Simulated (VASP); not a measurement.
# LiSi16 (a cell with a defect) in VASP: single point with PBE

Aim: the single point of LiSi16 (a cell with a defect) with PBE.

Everything below comes from runs of VASP 6.6.1. Logs are shortened: lines on timing, memory, paths and dates and some standing lists are left out, and cuts for length are marked.

### Step 1. The crystal as given

The cell holds a defect, 17 atoms: a = 7.679 Å, b = 7.679 Å, c = 7.679 Å, α = 60.00°, β = 60.00°, γ = 60.00°.

The cell was built by a generator and needn't be a form met in nature.

### Step 2. Single point, PBE, collinear spin, typed start

Input file INCAR:

```
SYSTEM = LiSi16
PREC = Accurate ; ENCUT = 520
EDIFF = 1E-6 ; ISMEAR = 0
SIGMA = 0.05 ; LREAL = Auto
LASPH = .True. ; NELM = 150
ALGO = Normal ; ISIF = 2
LWAVE = .False. ; LCHARG = .False.
ISPIN = 2 ; MAGMOM = 0 0 0 0 0 0 0 0 0 0 0 0 0 0 0 0 1
LORBIT = 11 ; GGA = PE
NBANDS = 52
```

Input file KPOINTS:

```
Automatic mesh
0
Gamma
  2 2 2
  0 0 0
```

Input file POSCAR:

```
LiSi16
1.0
    0.0000000000      5.4300000000      5.4300000000
    5.4300000000      0.0000000000      5.4300000000
    5.4300000000      5.4300000000      0.0000000000
Si Li
16 1
Direct
    0.0010830378     -0.0036413418      0.0012163161
    0.1233616818      0.1262415716      0.1235258438
   -0.0081552820      0.0022815432      0.5028698675
    0.1233508361      0.1262379770      0.6267443457
    0.0011097406      0.5007069125      0.0012463463
    0.1249979856      0.6246564404      0.1251165661
    0.0011044203      0.5007037889      0.4968235771
    0.1234107939      0.6229099393      0.6267784887
    0.5027104437      0.0022693187     -0.0079671173
    0.6266106251      0.1262337339      0.1235019374
    0.5026961164      0.0022572144      0.5028390995
    0.6250057753      0.1244207626      0.6251976484
    0.4967041516      0.5007006029      0.0012340037
    0.6266422690      0.6228992724      0.1235648686
    0.5027647117      0.4912733468      0.5029124916
    0.6266368767      0.6228895455      0.6267658583
    0.3750047564     -0.1256204883      0.3752111884
```

Potentials or basis: VASP PAW PBE potentials, release 64 (Si, Li_sv).

Command:

```console
$ cat potpaw_PBE.64/Si/POTCAR potpaw_PBE.64/Li_sv/POTCAR > POTCAR
$ mpirun -np 1 vasp_std > vasp.out
```

OUTCAR:

```text
SYSTEM = LiSi16
   PREC = Accurate
   ENCUT = 520
   EDIFF = 1E-6
   ISMEAR = 0
   LREAL = Auto
   LASPH = .True.
   NELM = 150
   ISIF = 2
   ISPIN = 2
   LORBIT = 11
   GGA = PE

 ion  position               nearest neighbor table
   1  0.001  0.996  0.001-   6 2.33   2 2.35   4 2.35  10 2.35
   2  0.123  0.126  0.124-   5 2.35   1 2.35   3 2.38   9 2.38  17 2.73
   3  0.992  0.002  0.503-  12 2.30   4 2.38   2 2.38   8 2.38  17 2.40
   4  0.123  0.126  0.627-   7 2.35   1 2.35   3 2.38  11 2.38  17 2.73
   5  0.001  0.501  0.001-   6 2.33   2 2.35  14 2.35   8 2.35
   6  0.125  0.625  0.125-   1 2.33  13 2.33   7 2.33   5 2.33
   7  0.001  0.501  0.497-   6 2.33   4 2.35  16 2.35   8 2.35
   8  0.123  0.623  0.627-   7 2.35   5 2.35  15 2.38   3 2.38  17 2.73
   9  0.503  0.002  0.992-  12 2.30  10 2.38   2 2.38  14 2.38  17 2.40
  10  0.627  0.126  0.124-  13 2.35   1 2.35   9 2.38  11 2.38  17 2.73
  11  0.503  0.002  0.503-  12 2.30  10 2.38   4 2.38  16 2.38  17 2.40
  12  0.625  0.124  0.625-  11 2.30   9 2.30   3 2.30  15 2.30
  13  0.497  0.501  0.001-   6 2.33  10 2.35  14 2.35  16 2.35
  14  0.627  0.623  0.124-  13 2.35   5 2.35  15 2.38   9 2.38  17 2.73
  15  0.503  0.491  0.503-  12 2.30  16 2.38  14 2.38   8 2.38  17 2.40
  16  0.627  0.623  0.627-   7 2.35  13 2.35  15 2.38  11 2.38  17 2.73
  17  0.375  0.874  0.375-  15 2.40   3 2.40   9 2.40  11 2.40   8 2.73  14 2.73  16 2.73   2 2.73
                             4 2.73  10 2.73

  LATTYP: Found a face centered cubic cell.
 ALAT       =    10.8600000000

  Lattice vectors:

 A1 = (   0.0000000000,   5.4300000000,   5.4300000000)
 A2 = (   5.4300000000,   0.0000000000,   5.4300000000)
 A3 = (   5.4300000000,   5.4300000000,   0.0000000000)

Analysis of symmetry for initial positions (statically):
=====================================================================
 Subroutine PRICEL returns:
 Original cell was already a primitive cell.

 Routine SETGRP: Setting up the symmetry group for a
 face centered cubic supercell.

 Subroutine GETGRP returns: Found  1 space group operations
 (whereof  1 operations were pure point group operations)
 out of a pool of 48 trial point group operations.

The static configuration has the point symmetry C_1 .

Analysis of symmetry for dynamics (positions and initial velocities):
=====================================================================
 Subroutine PRICEL returns:
 Original cell was already a primitive cell.

 Routine SETGRP: Setting up the symmetry group for a
 face centered cubic supercell.

 Subroutine GETGRP returns: Found  1 space group operations
 (whereof  1 operations were pure point group operations)
 out of a pool of 48 trial point group operations.

The dynamic configuration has the point symmetry C_1 .

Analysis of structural, dynamic, and magnetic symmetry:
=====================================================================
 Subroutine PRICEL returns:
 Original cell was already a primitive cell.

 Routine SETGRP: Setting up the symmetry group for a
 face centered cubic supercell.

 Subroutine GETGRP returns: Found  1 space group operations
 (whereof  1 operations were pure point group operations)
 out of a pool of 48 trial point group operations.

The overall configuration has the point symmetry C_1 .

 Subroutine INISYM returns: Found  1 space group operations
 (whereof  1 operations are pure point group operations),
 and found     1 'primitive' translations

----------------------------------------------------------------------------------------

                                     Primitive cell

  volume of cell :     320.2060

  direct lattice vectors                    reciprocal lattice vectors
     0.000000000  5.430000000  5.430000000    -0.092081031  0.092081031  0.092081031
     5.430000000  0.000000000  5.430000000     0.092081031 -0.092081031  0.092081031
     5.430000000  5.430000000  0.000000000     0.092081031  0.092081031 -0.092081031

  length of vectors
[... 79 lines left out ...]
   total plane-waves  NPLWV = 216000
   dimension x,y,z NGX =    60 NGY =   60 NGZ =   60
   dimension x,y,z NGXF=   120 NGYF=  120 NGZF=  120
   ions per type =              16   1
   NGX,Y,Z   is equivalent  to a cutoff of  12.99, 12.99, 12.99 a.u.
   NGXF,Y,Z  is equivalent  to a cutoff of  25.98, 25.98, 25.98 a.u.
 SYSTEM =  LiSi16
   PREC   = accura    normal or accurate (medium, high low for compatibility)
   ISTART =      0    job   : 0-new  1-cont  2-samecut
   ICHARG =      2    charge: 1-file 2-atom 10-const
   ISPIN  =      2    spin polarized calculation?
   LNONCOLLINEAR =      F non collinear calculations
   LSORBIT =      F    spin-orbit coupling
   LASPH  =      T    aspherical Exc in radial PAW
   ENCUT  =  520.0 eV  38.22 Ry    6.18 a.u.  14.28 14.28 14.28*2*pi/ulx,y,z
   NELM   =    150;   NELMIN=  2; NELMDL= -5     # of ELM steps
   EDIFF  = 0.1E-05   stopping-criterion for ELM
   LREAL  =      T    real-space projection
   EDIFFG = 0.1E-04   stopping-criterion for IOM
   NSW    =      0    number of steps for IOM
   IBRION =     -1    ionic relax: 0-MD 1-quasi-New 2-CG
   NFREE  =      0    steps in history (QN), initial steepest desc. (CG)
   ISIF   =      2    stress and relaxation
   ISYM   =      2    0-nonsym 1-usesym 2-fastsym
   POTIM  = 0.5000    time-step for ionic-motion
   TEBEG  =    0.0;   TEEND  =   0.0 temperature during run
   PSTRESS=    0.0 pullay stress
   NELECT =      67.0000    total number of electrons
   NUPDOWN=      -1.0000    fix difference up-down
   EMIN   =  10.00;   EMAX   =-10.00  energy-range for DOS
   EFERMI =   0.00;   METHOD = LEGACY
   ISMEAR =     0;   SIGMA  =   0.05  broadening in eV -4-tet -1-fermi 0-gaus
   EFERMI_NEDOS =   21; number of points for ismear=-14 and -15
   IALGO  =     38    algorithm
   IMIX   =      4    mixing-type and parameters
     AMIX     =   0.40;   BMIX     =  1.00
     AMIX_MAG =   1.60;   BMIX_MAG =  1.00
  volume/ion in A,a.u.               =      18.84       127.11
  Fermi-wavevector in a.u.,A,eV,Ry     =   0.971904  1.836632 12.852022  0.944597
  Thomas-Fermi vector in A             =   2.102159
   LORBIT       =     11    0 simple, 1 ext, 2 COOP (PROOUT), +10 PAW based schemes
   GGA     = PE    functional components
   LHFCALC =     F    Hartree Fock is set to
   AEXX    =    0.0000 exact exchange contribution
   IVDW    =     0    specifies the selected vdW correction
   LEPSILON=     F    determine dielectric tensor
   LRPA    =     F    only Hartree local field effects (RPA)
 spin polarized calculation
 Gauss-broadening in eV      SIGMA  =   0.05
  energy-cutoff  :      520.00
  volume of cell :      320.21
 maximum number of plane-waves:      8646
 NGX is ok and might be reduce to    60
   NGX = 29   NGY = 29   NGZ = 29

 number of electron      66.9999997 magnetization      -0.0018588

 number of electron      66.9999998 magnetization       0.0089578

 Free energy of the ion-electron system (eV)
  ---------------------------------------------------
  ext. energy  EPLUGINS =         0.00000000
  ---------------------------------------------------
  free energy    TOTEN  =       -86.86730623 eV

  energy without entropy =      -86.85888947  energy(sigma->0) =      -86.86309785

 E-fermi :   6.6618     XC(G=0):  -9.5299

 val. band max:        6.6601938996   @ k =   0.0000   0.0000   0.0000
 cond. band min:       6.8373312869   @ k =   0.0000   0.0000   0.0000
 fundamental gap:      0.1771373873
 Fermi energy:         6.6617602048

 spin component 1

 k-point     1 :       0.0000    0.0000    0.0000
  band No.  band energies     occupation
      1     -40.4690      1.00000
      2      -5.9817      1.00000
      3      -3.7454      1.00000
      4      -3.6554      1.00000
      5      -3.6553      1.00000
      6      -3.6552      1.00000
[... 373 lines left out ...]
     44      10.2490      0.00000
     45      10.3312      0.00000
 Fermi energy:         6.6617602048

 spin component 2

 k-point     1 :       0.0000    0.0000    0.0000
  band No.  band energies     occupation
      1     -40.4691      1.00000
      2      -5.9812      1.00000
      3      -3.7450      1.00000
      4      -3.6550      1.00000
      5      -3.6548      1.00000
      6      -3.6548      1.00000
[... 373 lines left out ...]
     44      10.2512      0.00000
     45      10.3323      0.00000
 [bands above 45 left out]

------------------------ aborting loop because EDIFF is reached ----------------------------------------

  FORCE on cell =-STRESS in cart. coord.  units (eV):
  Direction    XX          YY          ZZ          XY          YZ          ZX
  --------------------------------------------------------------------------------------
  -------------------------------------------------------------------------------------
  Total        7.0650160      7.0648815      7.0649957      0.0015649      0.0019204     -0.0010020
  in kB       35.3503932     35.3497203     35.3502913      0.0078300      0.0096090     -0.0050138
  external PRESSURE =      35.3501350 kB  Pullay stress =       0.0000000 kB

 VOLUME and BASIS-vectors are now :
 -----------------------------------------------------------------------------
  energy-cutoff  :      520.00
  volume of cell :      320.21
      direct lattice vectors                 reciprocal lattice vectors
     0.000000000  5.430000000  5.430000000    -0.092081031  0.092081031  0.092081031
     5.430000000  0.000000000  5.430000000     0.092081031 -0.092081031  0.092081031
     5.430000000  5.430000000  0.000000000     0.092081031  0.092081031 -0.092081031

 POSITION                                       TOTAL-FORCE (eV/Angst)
 -----------------------------------------------------------------------------------
      5.41683      0.01249      5.41611         0.013240     -0.013073      0.013462
      1.35624      1.34060      1.35535        -0.000081     -0.000318      0.000176
      2.74297      8.11630      5.39811         0.003917     -0.004355     -0.005704
      4.08869      4.07302      1.35527        -0.000315      0.000587      0.000342
      2.72561      0.01279      2.72486        -0.013314     -0.013029     -0.013473
      4.07127      1.35812      4.07062         0.000435     -0.000195      0.000720
[... 9 lines left out ...]
      6.78563      6.80598      6.78493         0.000548      0.001242      0.000353
      6.78528      4.07367      6.78416         0.000420     -0.000625      0.000958
 -----------------------------------------------------------------------------------
    total drift:                                0.004002     -0.001832      0.005816

  FREE ENERGIE OF THE ION-ELECTRON SYSTEM (eV)
  ---------------------------------------------------
  free  energy   TOTEN  =       -86.8673062260 eV

  energy  without entropy=      -86.8588894668  energy(sigma->0) =      -86.86309785

 total charge

# of ion       s       p       d       tot
------------------------------------------
    1        0.743   0.954   0.000   1.697
    2        0.737   0.948   0.000   1.686
    3        0.745   0.964   0.000   1.709
    4        0.737   0.948   0.000   1.686
    5        0.743   0.954   0.000   1.697
    6        0.734   0.969   0.000   1.703
[... 9 lines left out ...]
   16        0.737   0.948   0.000   1.686
   17        2.028   0.088   0.000   2.115
--------------------------------------------------
tot         13.869  15.398   0.000  29.267

 magnetization (x)

# of ion       s       p       d       tot
------------------------------------------
    1       -0.000   0.000   0.000   0.000
    2        0.000  -0.000   0.000   0.000
    3       -0.000   0.000   0.000   0.000
    4        0.000  -0.000   0.000   0.000
    5       -0.000   0.000   0.000   0.000
    6       -0.000  -0.000   0.000  -0.000
[... 9 lines left out ...]
   16        0.000  -0.000   0.000   0.000
   17       -0.000  -0.000   0.000  -0.000
--------------------------------------------------
tot          0.001   0.000   0.000   0.001
```

Run time: 7.7 min. Hardware: 1 thread of Intel Xeon Platinum 8259CL at 2.50GHz (Skylake/Cascade Lake), shared host; peak memory 0.7 GiB.

What came out:

```
Free energy                                           : -86.8673 eV
Largest force                                         : 0.023 eV/Å
Band gap on the k mesh                                : none (metal or under the smearing width)
Net moment                                            : 0.01 μB per cell
Valence electrons inside the program's atomic spheres : Si 1.70, 1.69, 1.71; Li 2.12
```

Forces in eV/Å, atoms in the order of the input:
```
Si   0.013 -0.013  0.013
Si   0.000  0.000  0.000
Si   0.004 -0.004 -0.006
Si   0.000  0.001  0.000
Si  -0.013 -0.013 -0.013
Si   0.000  0.000  0.001
Si   0.013  0.013 -0.013
Si   0.001 -0.001 -0.001
Si  -0.005 -0.004  0.004
Si   0.000  0.000 -0.001
Si   0.004  0.005  0.003
Si   0.003 -0.001  0.004
Si  -0.013  0.013  0.013
Si  -0.001 -0.001  0.000
Si  -0.005  0.005 -0.006
Si   0.001  0.001  0.000
Li   0.000 -0.001  0.001
```

Levels at points of the mesh, in eV from the Fermi level:
Spin up:
| k point | band 29 | band 30 | band 31 | band 32 | band 33 | band 34 | band 35 | band 36 | band 37 | band 38 |
| --- | --- | --- | --- | --- | --- | --- | --- | --- | --- | --- |
| (0.00, 0.00, 0.00) | -1.79 | -1.79 | -0.67 | -0.67 | -0.67 | -0.07 | -0.07 | -0.07 | 0.00 | 0.00 |
| (0.50, 0.00, 0.00) | -2.78 | -1.48 | -1.48 | -1.40 | -1.40 | 0.51 | 0.70 | 0.70 | 0.88 | 0.88 |
| (0.00, 0.50, 0.00) | -2.78 | -1.48 | -1.48 | -1.40 | -1.40 | 0.51 | 0.70 | 0.70 | 0.88 | 0.88 |
| (0.00, 0.00, 0.50) | -2.78 | -1.48 | -1.48 | -1.40 | -1.40 | 0.51 | 0.70 | 0.70 | 0.88 | 0.88 |
| (0.50, 0.50, 0.50) | -2.78 | -1.48 | -1.48 | -1.40 | -1.40 | 0.51 | 0.70 | 0.70 | 0.88 | 0.88 |
| (0.50, 0.50, 0.00) | -2.58 | -2.05 | -2.05 | -1.97 | -1.94 | 0.37 | 0.43 | 1.49 | 1.63 | 1.63 |
| (0.00, 0.50, 0.50) | -2.58 | -2.05 | -2.05 | -1.97 | -1.94 | 0.37 | 0.43 | 1.49 | 1.63 | 1.63 |
| (0.50, 0.00, 0.50) | -2.58 | -2.05 | -2.05 | -1.97 | -1.94 | 0.37 | 0.43 | 1.49 | 1.63 | 1.63 |
Spin down:
| k point | band 29 | band 30 | band 31 | band 32 | band 33 | band 34 | band 35 | band 36 | band 37 | band 38 |
| --- | --- | --- | --- | --- | --- | --- | --- | --- | --- | --- |
| (0.00, 0.00, 0.00) | -1.79 | -1.79 | -0.67 | -0.67 | -0.67 | -0.07 | -0.07 | -0.07 | 0.00 | 0.00 |
| (0.50, 0.00, 0.00) | -2.78 | -1.48 | -1.48 | -1.40 | -1.40 | 0.51 | 0.70 | 0.70 | 0.88 | 0.88 |
| (0.00, 0.50, 0.00) | -2.78 | -1.48 | -1.48 | -1.40 | -1.40 | 0.51 | 0.70 | 0.70 | 0.88 | 0.88 |
| (0.00, 0.00, 0.50) | -2.78 | -1.48 | -1.48 | -1.40 | -1.40 | 0.51 | 0.70 | 0.70 | 0.88 | 0.88 |
| (0.50, 0.50, 0.50) | -2.78 | -1.48 | -1.48 | -1.40 | -1.40 | 0.51 | 0.70 | 0.70 | 0.88 | 0.88 |
| (0.50, 0.50, 0.00) | -2.58 | -2.05 | -2.05 | -1.97 | -1.94 | 0.38 | 0.43 | 1.49 | 1.63 | 1.63 |
| (0.00, 0.50, 0.50) | -2.58 | -2.05 | -2.05 | -1.97 | -1.94 | 0.38 | 0.43 | 1.49 | 1.63 | 1.63 |
| (0.50, 0.00, 0.50) | -2.58 | -2.05 | -2.05 | -1.97 | -1.94 | 0.38 | 0.43 | 1.49 | 1.63 | 1.63 |

Caveat: the k mesh is coarse (spacing up to 0.50 Å⁻¹), so the values aren't converged; the cutoff is under 1.25 times the usual one of these potentials, so pressure, stress and relaxed cells hold a basis-set (Pulay) error.
